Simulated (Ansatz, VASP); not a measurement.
# H9C5S2N3O4F2: VASP beside Ansatz, part 2 of 2

One calculation is typed for both programs; each brings its own data sets. How far apart do they land? The structure shown is frame 133 of Ansatz's trajectory.

VASP 6.6.1 and Ansatz 0.2.0.

So far: The structure; Ansatz: dynamics, PBE with D3(BJ).

### Step 3. VASP: single point, PBE with D3(BJ)

Level of this step: PBE with D3(BJ); plane waves and PAW (C, N, H, S, O, F) (VASP).

The same cell, functional, mesh and smearing now go to VASP, with its own data sets.

Lines of VASP's logs that name or quote its potential files are left out, and so is its time.

INCAR

```
SYSTEM = H9C5S2N3O4F2
PREC = Accurate
ENCUT = 520
EDIFF = 1E-06
NELM = 120
ISMEAR = -1
SIGMA = 0.025
LREAL = Auto
ALGO = Normal
GGA = PE
IVDW = 12
NBANDS = 200
LORBIT = 11
LWAVE = .FALSE.
LCHARG = .FALSE.
ISIF = 2
LASPH = .TRUE.
GGA_COMPAT = .FALSE.
EFERMI = MIDGAP
NCORE = 2
```

POSCAR

```
H9C5S2N3O4F2
1.0
    9.4245000000      0.0000000000      0.0000000000
    0.0000000000      9.4245000000      0.0000000000
    0.0000000000      0.0000000000      9.4245000000
C N H S O F
15 9 27 6 12 6
Direct
    0.7803066476      0.1938458274      0.3188816383
    0.7890073744      0.9552443100      0.4355244310
    0.8848745292      0.8763966258      0.5016181230
    0.1471590005      0.9142872301      0.5543424054
    0.9849328877      0.0841105629      0.4336675686
    0.7491431906      0.4777441774      0.9771234548
    0.8595469256      0.5528887474      0.2118626983
    0.9699294392      0.6417847101      0.2464109502
    0.1057668842      0.8261658443      0.1292588466
    0.9375988116      0.6543052682      0.0135922330
    0.8444479813      0.1350840893      0.7627354236
    0.7744283516      0.0067483686      0.9870125736
    0.6686084142      0.9238261977      0.0304737652
    0.4440235556      0.8381240384      0.9204732347
    0.6360019099      0.9796700090      0.7983022972
    0.8508886413      0.0839620139      0.3943551382
    0.0112154491      0.9603798610      0.4973314234
    0.8455727094      0.5587352114      0.0645020956
    0.0139848268      0.7072842061      0.1263621412
    0.7539498117      0.0460926309      0.8497002494
    0.5828850337      0.9073478699      0.9147222664
    0.2165738235      0.3750437689      0.6016446496
    0.4990609581      0.5256512282      0.4441084408
    0.3002069075      0.3012785824      0.0699665765
    0.6714202345      0.2173377898      0.3609740570
    0.7785665022      0.1714255398      0.2065255451
    0.8467717120      0.2857446018      0.3360390472
    0.6802058465      0.9593187968      0.4052841000
    0.8758024298      0.7834686190      0.5665764762
    0.2370841954      0.9638070985      0.4947530373
    0.1516791342      0.7982174121      0.5402939148
    0.1424478752      0.9374820945      0.6724812987
    0.0497957451      0.1844235768      0.4324897873
    0.6461244628      0.5031566661      0.9990344315
    0.7535678285      0.3617698552      0.0023767839
    0.7773887209      0.4734893098      0.8655737705
    0.7826091570      0.4835269776      0.2736166375
    0.0320971935      0.6704758873      0.3402302509
    0.1023714786      0.8771393708      0.0221762428
    0.2191097671      0.7961165049      0.1588625391
    0.0578280015      0.8994535519      0.2054963128
    0.9587882646      0.6793357738      0.9087060322
    0.7838506022      0.2040850974      0.6851504059
    0.9163669160      0.0594620404      0.7087272534
    0.9082816065      0.2091145419      0.8314923869
    0.8647991936      0.0467823227      0.0417316569
    0.6582205953      0.8557801475      0.1238261977
    0.3627990875      0.9171627142      0.9222664332
    0.4456257626      0.7747785028      0.0131147541
    0.4354183246      0.7643694626      0.8345906945
    0.5825773251      0.0007851875      0.6917290042
    0.3315083028      0.2696376466      0.6809910340
    0.1155923391      0.4878136771      0.6881956602
    0.4560666348      0.6538171786      0.3357313385
    0.6309512441      0.5898880577      0.5476152581
    0.4282136983      0.2053583744      0.1244097830
    0.1406334554      0.2664332325      0.1403045254
    0.2792933312      0.1456522892      0.7474136559
    0.4450633986      0.2574990716      0.5810600032
    0.1939837657      0.5903549260      0.7780890233
    0.9789484853      0.4343042071      0.7355191257
    0.3371956072      0.7462677065      0.3817390843
    0.5620138999      0.7279537376      0.2406281500
    0.6020796859      0.7345217253      0.5935805613
    0.7769855165      0.5435407714      0.5157408881
    0.4084248501      0.0484375829      0.1458326702
    0.5495039525      0.2626240119      0.0481510955
    0.1179054592      0.3460342724      0.2708472598
    0.0774683007      0.1238474190      0.1243248979
    0.4033954056      0.3627248130      0.8124675049
    0.0705819937      0.5747042283      0.5483049499
    0.3703114224      0.5522733302      0.2354183246
    0.5944294127      0.5015120166      0.6799511910
    0.4804180593      0.2511326861      0.2759722001
    0.0687251313      0.3609528357      0.0142607035
```

KPOINTS

```
Automatic mesh
0
Gamma
1 1 1
0 0 0
```

PAW data sets: C, N, H, S, O and F (PBE family, release 64).

Started as:

```
$ mpirun -np 8 vasp_gam
```

Numbers of over 12 decimals in the logs are rounded to 6 here.

The log of the run:

```text
[banner, memory and clock lines left out]
running    8 mpi-ranks, on    1 nodes
[...]
LDA part: xc-table for (Slater+PW92), standard interpolation
 POSCAR, INCAR and KPOINTS ok, starting setup
[...]
entering main loop
       N       E                     dE             d eps       ncg     rms          rms(c)
DAV:   1     0.240040498799E+04    0.24004E+04   -0.16156E+05   416   0.136E+03
DAV:   2    -0.250280193046E+03   -0.26507E+04   -0.25253E+04   520   0.333E+02
DAV:   3    -0.472359151359E+03   -0.22208E+03   -0.21998E+03   496   0.102E+02
DAV:   4    -0.476815462586E+03   -0.44563E+01   -0.44332E+01   504   0.158E+01
[...]
DAV:  16    -0.432424745971E+03    0.17685E-05   -0.53400E-05   496   0.217E-02    0.143E-02
DAV:  17    -0.432424743734E+03    0.22376E-05   -0.27898E-06   432   0.619E-03    0.825E-03
DAV:  18    -0.432424742970E+03    0.76391E-06   -0.15103E-06   368   0.535E-03
   1 F= -.43778931E+03 E0= -.43778931E+03  d E =0.000000E+00
```

From OUTCAR (step 3):

```text
  FREE ENERGIE OF THE ION-ELECTRON SYSTEM (eV)
  ---------------------------------------------------
  free  energy   TOTEN  =      -437.7893060685 eV

  energy  without entropy=     -437.7893060685  energy(sigma->0) =     -437.78930607

[... 1 further part left out ...]
```

The run ends at a pressure of -0.70 GPa, with forces up to 3.4 eV/Å.

### Step 4. Side by side

Known differences besides the potentials themselves: the cutoff is 420 eV in Ansatz and 520 eV in VASP (PREC = Accurate, projectors in real space). Total energies have different zeros and are not compared.

Forces on 9 of the 75 atoms, those with the largest forces and the largest differences (eV/Å; atoms numbered as in POSCAR):

```csv
atom,"Ansatz x, y, z","VASP x, y, z"
C2,"-1.431, 2.345, -1.436","-1.505, 2.314, -1.448"
C6,"2.118, -2.512, -0.140","2.089, -2.504, -0.156"
N19,"-1.453, -1.725, -1.772","-1.429, -1.694, -1.784"
N23,"2.308, 2.012, 0.088","2.302, 2.055, 0.069"
H34,"-2.757, 1.016, 0.286","-2.758, 1.011, 0.284"
S52,"0.429, 3.615, -0.764","0.425, 3.232, -0.901"
O58,"-1.046, -1.542, 1.050","-0.903, -1.189, 0.867"
O59,"0.661, -0.807, -0.371","0.423, -0.774, -0.163"
O63,"-1.154, -1.813, 2.001","-1.205, -1.856, 2.036"
```

The forces differ by 70 meV/Å r.m.s., which is 7.1 % of the r.m.s. force of 0.988 eV/Å (both taken over all components).

### Step 5. What came out

```json
{
  "r.m.s. force difference (single point, PBE with D3(BJ))": "7.1 % of the r.m.s. force"
}
```

What this shows: The r.m.s. force difference is 7.1 % of the r.m.s. force (single point, PBE with D3(BJ)), beyond the 3 % picked in this series as the mark of a large difference. What causes the difference of the single point, PBE with D3(BJ) pair stays open here. 2 further runs of this series are not shown here. Such differences can come from data sets, numerical settings and the points named under the comparisons, not from the functional's error against experiment.

[Lines on the potential files, build, host, timing and source positions are cut from VASP's logs without a mark.]

[Logs are printed without paths, hosts, clocks, repeated set-up lines and the standing remarks that a program may print on its own settings, such as how far it seeks lower states.]

[Hosts, paths, dates, database ids (printed as entryN), source tags and the programs' standing remarks are cut or masked in the printed files.]
